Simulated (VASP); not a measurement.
Input:

```
CELL_PARAMETERS angstrom
      2.82566     0.00000     0.00000
     -1.41283     2.44710     0.00000
      0.00000     0.00000    12.60389
ATOMIC_POSITIONS crystal
  Al 0.66667 0.33333 0.25000
  Al 0.33333 0.66667 0.75000
  Cr 0.33333 0.66667 0.41494
  Cr 0.66667 0.33333 0.58506
  Cr 0.66667 0.33333 0.91494
  Cr 0.33333 0.66667 0.08506
  C  0.00000 0.00000 0.50000
  C  0.00000 0.00000 0.00000
```

Method: PBE GGA, VASP's PBE PAW potentials (set 64) (plane waves; VASP). Settings: 400 eV cut-off, 9×9×2 Γ-centred mesh, first-order Methfessel-Paxton smearing of 0.10 eV, potentials Al Cr_pv C.

At this cut-off the stress carries a Pulay error, which pulls relaxed volumes low.

Problem. The ions, cell shape and volume are relaxed. Give the cell that the relaxation ends in.

Solution. 
```
CELL_PARAMETERS angstrom
      2.83652     0.00000     0.00000
     -1.41826     2.45649     0.00000
      0.00000     0.00000    12.63913
ATOMIC_POSITIONS crystal
  Al 0.66667 0.33333 0.25000
  Al 0.33333 0.66667 0.75000
  Cr 0.33333 0.66667 0.41524
  Cr 0.66667 0.33333 0.58476
  Cr 0.66667 0.33333 0.91524
  Cr 0.33333 0.66667 0.08476
  C  0.00000 0.00000 0.50000
  C  0.00000 0.00000 0.00000
```
Space group P6_3/mmc (194), at a tolerance of 0.03 Å.

Problem. How do energy and volume change from the first to the last step?

Solution. The energy (σ→0) changes by -0.8 meV/atom and the volume by +1.1 %, in 5 ionic steps.

The structure comes from a computed database's AlCr2C entry; how it stands against other phases isn't given here. This run relaxes it. Symmetry was kept, so distortions that lower it aren't found. The run is one of a series of settings (EDIFFG = -0.01, IBRION = 2, ISIF = 3, NSW = 50 against the base run), some of them coarse on purpose. The run is not spin-polarised, so no magnetic state was tried.
